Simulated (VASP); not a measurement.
# Al3BiO3 (P31m) in VASP: single point with r2SCAN

Aim: the single point of Al3BiO3 with r2SCAN.

Everything below comes from runs of VASP 6.6.1. Logs are shortened: lines on timing, memory, paths and dates and some standing lists are left out, and cuts for length are marked.

## Step 1: The crystal as given

It takes space group P31m (No. 157, trigonal). The conventional cell has a = 5.152 Å, b = 5.152 Å, c = 6.650 Å, α = 90.00°, β = 90.00°, γ = 120.00°. Al (site symmetry m) is surrounded by 3 O at 1.82 to 1.85 Å. Around Bi (site symmetry 3m) lie 3 Al at 2.80 Å. O (site symmetry m) has 3 Al at 1.82 to 1.85 Å as nearest neighbours.

The cell was built by a generator and needn't be a form met in nature.

## Step 2: Single point, r2SCAN

File INCAR:

```
SYSTEM = Al3BiO3
PREC     = Accurate       ! precision mode
ENCUT    = 520            ! plane-wave cutoff, eV
EDIFF    = 1E-6           ! SCF threshold, eV
ISMEAR   = 0              ! smearing method
SIGMA    = 0.1            ! smearing width, eV
LREAL    = .False.        ! projectors in reciprocal space
LASPH    = .True.         ! aspherical terms in the spheres
NELM     = 150            ! most SCF steps
ALGO     = Normal         ! electronic algorithm
ISIF     = 2              ! what is computed and relaxed
LWAVE    = .False.        ! write WAVECAR
LCHARG   = .False.        ! write CHGCAR
METAGGA  = R2SCAN         ! meta-GGA
LMIXTAU  = .True.       
NBANDS   = 30             ! bands
KPAR     = 4
```

File KPOINTS:

```
regular mesh
0
Gamma
  6 6 6
  0 0 0
```

File POSCAR:

```
Al3BiO3                                 
1.0
    5.1520280563      0.0000000000     -0.0000000000
   -2.5760140281      4.4617871787      0.0000000000
   -0.0000000000      0.0000000000      6.6502442821
  Al              Bi              O             
     3     1     3
Direct
     0.6829775204748373    0.0000000000000000    0.7215449469697628
     0.0000000000000218    0.6829775204748810    0.7215449469697628
     0.3170224795251408    0.3170224795251189    0.7215449469697628
     0.0000000000000000    0.0000000000000000    0.0642968782289410
     0.3532597499000844    0.0000000000000000    0.6248286736205896
     0.9999999999999922    0.3532597499000760    0.6248286736205896
     0.6467402500999234    0.6467402500999241    0.6248286736205896
```

Potentials or basis: VASP PAW PBE potentials, release 64 (Al, Bi_d, O).

The run is started by

```console
$ cat potpaw_PBE.64/Al/POTCAR potpaw_PBE.64/Bi_d/POTCAR potpaw_PBE.64/O/POTCAR > POTCAR
$ mpirun -np 4 vasp_std > vasp.out
```

OUTCAR:

```text
SYSTEM = Al3BiO3
   PREC = Accurate
   ENCUT = 520
   EDIFF = 1E-6
   ISMEAR = 0
   LREAL = .False.
   LASPH = .True.
   NELM = 150
   ISIF = 2
   METAGGA = R2SCAN

 ion  position               nearest neighbor table
   1  0.683  0.000  0.722-   5 1.82   7 1.85   6 1.85   4 2.80   2 2.83   3 2.83   3 3.05   2 3.05
                             2 3.05   3 3.05
   2  0.000  0.683  0.722-   6 1.82   7 1.85   5 1.85   4 2.80   1 2.83   3 2.83   1 3.05   3 3.05
                             3 3.05   1 3.05
   3  0.317  0.317  0.722-   7 1.82   6 1.85   5 1.85   4 2.80   1 2.83   2 2.83   1 3.05   2 3.05
                             2 3.05   1 3.05
   4  0.000  0.000  0.064-   1 2.80   2 2.80   3 2.80
   5  0.353  0.000  0.625-   1 1.82   3 1.85   2 1.85
   6  1.000  0.353  0.625-   2 1.82   3 1.85   1 1.85
   7  0.647  0.647  0.625-   3 1.82   2 1.85   1 1.85

  LATTYP: Found a hexagonal cell.
 ALAT       =     5.1520280563
 C/A-ratio  =     1.2908012552

  Lattice vectors:

 A1 = (   5.1520280563,   0.0000000000,   0.0000000000)
 A2 = (  -2.5760140281,   4.4617871787,   0.0000000000)
 A3 = (   0.0000000000,   0.0000000000,   6.6502442821)

Analysis of symmetry for initial positions (statically):
=====================================================================
 Subroutine PRICEL returns:
 Original cell was already a primitive cell.

 Routine SETGRP: Setting up the symmetry group for a
 hexagonal supercell.

 Subroutine GETGRP returns: Found  6 space group operations
 (whereof  6 operations were pure point group operations)
 out of a pool of 24 trial point group operations.

The static configuration has the point symmetry C_3v.

Analysis of symmetry for dynamics (positions and initial velocities):
=====================================================================
 Subroutine PRICEL returns:
 Original cell was already a primitive cell.

 Routine SETGRP: Setting up the symmetry group for a
 hexagonal supercell.

 Subroutine GETGRP returns: Found  6 space group operations
 (whereof  6 operations were pure point group operations)
 out of a pool of 24 trial point group operations.

The dynamic configuration has the point symmetry C_3v.

 Subroutine INISYM returns: Found  6 space group operations
 (whereof  6 operations are pure point group operations),
 and found     1 'primitive' translations

----------------------------------------------------------------------------------------

                                     Primitive cell

  volume of cell :     152.8708

  direct lattice vectors                    reciprocal lattice vectors
     5.152028056  0.000000000  0.000000000     0.194098322  0.112062718  0.000000000
    -2.576014028  4.461787179  0.000000000     0.000000000  0.224125437  0.000000000
     0.000000000  0.000000000  6.650244282     0.000000000  0.000000000  0.150370416

  length of vectors
     5.152028056  5.152028057  6.650244282     0.224125437  0.224125437  0.150370416

  position of ions in fractional coordinates (direct lattice)
     0.682977520  0.000000000  0.721544947
     0.000000000  0.682977520  0.721544947
     0.317022480  0.317022480  0.721544947
     0.000000000  0.000000000  0.064296878
     0.353259750  0.000000000  0.624828674
     1.000000000  0.353259750  0.624828674
     0.646740250  0.646740250  0.624828674

  ion indices of the primitive-cell ions
   primitive index   ion index
                 1           1
                 2           2
                 3           3
                 4           4
                 5           5
                 6           6
                 7           7

----------------------------------------------------------------------------------------

 KPOINTS: regular mesh

Automatic generation of k-mesh.
 Grid dimensions read from file:
 generate k-points for:    6    6    6

 Generating k-lattice:

  Cartesian coordinates                     Fractional coordinates (reciprocal lattice)
     0.032349720  0.018677120  0.000000000     0.166666667  0.000000000  0.000000000
     0.000000000  0.037354239  0.000000000     0.000000000  0.166666667  0.000000000
     0.000000000  0.000000000  0.025061736     0.000000000  0.000000000  0.166666667

  Length of vectors
     0.037354239  0.037354239  0.025061736

  Shift w.r.t. Gamma in fractional coordinates (k-lattice)
     0.000000000  0.000000000  0.000000000

 Subroutine IBZKPT returns following result:
 ===========================================

 Found     34 irreducible k-points:

 Following reciprocal coordinates:
            Coordinates               Weight
  0.000000  0.000000  0.000000      1.000000
  0.166667 -0.000000  0.000000      6.000000
  0.333333 -0.000000  0.000000      6.000000
  0.500000 -0.000000  0.000000      3.000000
  0.166667  0.166667  0.000000      6.000000
  0.333333  0.166667  0.000000     12.000000
[... 16 lines left out ...]
 -0.166667  0.333333  0.333333      6.000000
  0.333333  0.166667  0.333333     12.000000
 [... further k-points ...]
   k-points           NKPTS =     34   k-points in BZ     NKDIM =     34   number of bands    NBANDS=     30
   number of dos      NEDOS =    301   number of ions     NIONS =      7
   total plane-waves  NPLWV =  80000
   dimension x,y,z NGX =    40 NGY =   40 NGZ =   50
   dimension x,y,z NGXF=    80 NGYF=   80 NGZF=  100
   ions per type =               3   1   3
   NGX,Y,Z   is equivalent  to a cutoff of  12.91, 12.91, 12.50 a.u.
   NGXF,Y,Z  is equivalent  to a cutoff of  25.81, 25.81, 25.00 a.u.
 SYSTEM =  Al3BiO3
   PREC   = accura    normal or accurate (medium, high low for compatibility)
   ISTART =      0    job   : 0-new  1-cont  2-samecut
   ICHARG =      2    charge: 1-file 2-atom 10-const
   ISPIN  =      1    spin polarized calculation?
   LNONCOLLINEAR =      F non collinear calculations
   LSORBIT =      F    spin-orbit coupling
   LASPH  =      T    aspherical Exc in radial PAW
   ENCUT  =  520.0 eV  38.22 Ry    6.18 a.u.   9.58  9.58 12.37*2*pi/ulx,y,z
   NELM   =    150;   NELMIN=  2; NELMDL= -5     # of ELM steps
   EDIFF  = 0.1E-05   stopping-criterion for ELM
   LREAL  =      F    real-space projection
   EDIFFG = 0.1E-04   stopping-criterion for IOM
   NSW    =      0    number of steps for IOM
   IBRION =     -1    ionic relax: 0-MD 1-quasi-New 2-CG
   NFREE  =      0    steps in history (QN), initial steepest desc. (CG)
   ISIF   =      2    stress and relaxation
   ISYM   =      2    0-nonsym 1-usesym 2-fastsym
   POTIM  = 0.5000    time-step for ionic-motion
   TEBEG  =    0.0;   TEEND  =   0.0 temperature during run
   PSTRESS=    0.0 pullay stress
   NELECT =      42.0000    total number of electrons
   NUPDOWN=      -1.0000    fix difference up-down
   EMIN   =  10.00;   EMAX   =-10.00  energy-range for DOS
   EFERMI =   0.00;   METHOD = LEGACY
   ISMEAR =     0;   SIGMA  =   0.10  broadening in eV -4-tet -1-fermi 0-gaus
   EFERMI_NEDOS =   21; number of points for ismear=-14 and -15
   IALGO  =     38    algorithm
   IMIX   =      4    mixing-type and parameters
     AMIX     =   0.40;   BMIX     =  1.00
     AMIX_MAG =   1.60;   BMIX_MAG =  1.00
  volume/ion in A,a.u.               =      21.84       147.37
  Fermi-wavevector in a.u.,A,eV,Ry     =   1.064265  2.011169 15.410769  1.132660
  Thomas-Fermi vector in A             =   2.199777
   LORBIT       =      0    0 simple, 1 ext, 2 COOP (PROOUT), +10 PAW based schemes
   METAGGA = R2SCAN    functional components
   LHFCALC =     F    Hartree Fock is set to
   AEXX    =    0.0000 exact exchange contribution
   IVDW    =     0    specifies the selected vdW correction
   LEPSILON=     F    determine dielectric tensor
   LRPA    =     F    only Hartree local field effects (RPA)
 non-spin polarized calculation
 Gauss-broadening in eV      SIGMA  =   0.10
  energy-cutoff  :      520.00
  volume of cell :      152.87
 maximum number of plane-waves:      4201
 NGX is ok and might be reduce to    40
   NGX = 19   NGY = 19   NGZ = 25

 number of electron      42.0000005 magnetization

 Free energy of the ion-electron system (eV)
  ---------------------------------------------------
  ext. energy  EPLUGINS =         0.00000000
  ---------------------------------------------------
  free energy    TOTEN  =      -110.59941137 eV

  energy without entropy =     -110.59941137  energy(sigma->0) =     -110.59941137

 E-fermi :   3.1949     XC(G=0):  -8.3982

 val. band max:        2.6921102641   @ k =   0.0000   0.0000   0.0000
 cond. band min:       3.6817807057   @ k =   0.0000   0.0000   0.0000
 fundamental gap:      0.9896704416
 Fermi energy:         3.1948953638

 k-point     1 :       0.0000    0.0000    0.0000
  band No.  band energies     occupation
      1     -19.3262      2.00000
      2     -19.1193      2.00000
      3     -19.1193      2.00000
      4     -19.0979      2.00000
      5     -19.0979      2.00000
      6     -19.0880      2.00000
[... 22 lines left out ...]
     29       9.7747      0.00000
     30      11.0591      0.00000

 k-point     2 :       0.1667   -0.0000    0.0000
  band No.  band energies     occupation
      1     -19.2660      2.00000
      2     -19.1198      2.00000
      3     -19.1196      2.00000
      4     -19.0979      2.00000
      5     -19.0977      2.00000
      6     -19.0790      2.00000
[... 22 lines left out ...]
     29      10.5196      0.00000
     30      10.7738      0.00000

 k-point     3 :       0.3333   -0.0000    0.0000
  band No.  band energies     occupation
      1     -19.1549      2.00000
      2     -19.1211      2.00000
      3     -19.1201      2.00000
      4     -19.0980      2.00000
      5     -19.0970      2.00000
      6     -19.0032      2.00000
[... 682 lines left out ...]
     29      10.3740      0.00000
     30      10.8519      0.00000

 k-point    24 :       0.3333    0.1667    0.3333
  band No.  band energies     occupation
      1     -19.1312      2.00000
      2     -19.1223      2.00000
      3     -19.1201      2.00000
      4     -19.0977      2.00000
      5     -19.0968      2.00000
      6     -18.8713      2.00000
[... 22 lines left out ...]
     29      10.1728      0.00000
     30      10.6203      0.00000

 [... further k-points ...]

------------------------ aborting loop because EDIFF is reached ----------------------------------------

  FORCE on cell =-STRESS in cart. coord.  units (eV):
  Direction    XX          YY          ZZ          XY          YZ          ZX
  --------------------------------------------------------------------------------------
  -------------------------------------------------------------------------------------
  Total       -2.7155879     -2.7155879     -1.6543891     -0.0000000      0.0000000     -0.0000000
  in kB      -28.4609749    -28.4609749    -17.3389806     -0.0000000      0.0000000     -0.0000000
  external PRESSURE =     -24.7536435 kB  Pullay stress =       0.0000000 kB

 VOLUME and BASIS-vectors are now :
 -----------------------------------------------------------------------------
  energy-cutoff  :      520.00
  volume of cell :      152.87
      direct lattice vectors                 reciprocal lattice vectors
     5.152028056  0.000000000  0.000000000     0.194098322  0.112062718  0.000000000
    -2.576014028  4.461787179  0.000000000     0.000000000  0.224125437  0.000000000
     0.000000000  0.000000000  6.650244282     0.000000000  0.000000000  0.150370416

 POSITION                                       TOTAL-FORCE (eV/Angst)
 -----------------------------------------------------------------------------------
      3.51872      0.00000      4.79845         0.082389     -0.000000     -0.314163
     -1.75936      3.04730      4.79845        -0.041194      0.071351     -0.314163
      0.81665      1.41449      4.79845        -0.041194     -0.071351     -0.314163
      0.00000      0.00000      0.42759         0.000000     -0.000000     -0.243328
      1.82000      0.00000      4.15526        -0.002845     -0.000000      0.395272
      4.24203      1.57617      4.15526         0.001422     -0.002464      0.395272
      1.66601      2.88562      4.15526         0.001422      0.002464      0.395272
 -----------------------------------------------------------------------------------
    total drift:                                0.000008      0.000014      0.000575

  FREE ENERGIE OF THE ION-ELECTRON SYSTEM (eV)
  ---------------------------------------------------
  free  energy   TOTEN  =      -110.5994113746 eV

  energy  without entropy=     -110.5994113746  energy(sigma->0) =     -110.59941137
```

It took 4 min on 4 MPI ranks of Intel Xeon Platinum 8488C (Sapphire Rapids), shared host; peak memory 0.39 GiB.

What came out:

| Item | Value |
| --- | --- |
| Free energy | -110.5994 eV |
| Pressure | -2.5 GPa |
| Largest force | 0.395 eV/Å |
| Band gap on the k mesh | 0.99 eV, direct |

Forces in eV/Å, atoms in the order of the input:
```
Al   0.082  0.000 -0.314
Al  -0.041  0.071 -0.314
Al  -0.041 -0.071 -0.314
Bi   0.000  0.000 -0.243
O   -0.003  0.000  0.395
O    0.001 -0.002  0.395
O    0.001  0.002  0.395
```

Stress tensor (GPa, compression positive):
```
-2.85  0.00  0.00
 0.00 -2.85  0.00
 0.00  0.00 -1.73
```

Levels at points of the mesh, in eV from the valence-band top:
```
           k point  band 19  band 20  band 21  band 22  band 23  band 24
(0.00, 0.00, 0.00)    -1.34     0.00     0.00     0.99     3.03     4.13
(0.50, 0.00, 0.00)    -1.64    -1.09    -0.45     1.88     3.42     3.99
(0.00, 0.00, 0.50)    -2.01    -0.02    -0.02     1.45     4.05     4.09
(0.50, 0.00, 0.50)    -1.42    -1.33    -0.42     2.02     2.95     4.51
```

Caveat: the PAW data sets were made with another functional, which shifts forces and pressure a little; spin-orbit coupling is left out, which as a rule narrows the gap of such compounds by several tenths of an eV. r2SCAN opens gaps a little over a GGA but as a rule still falls short of measured ones.
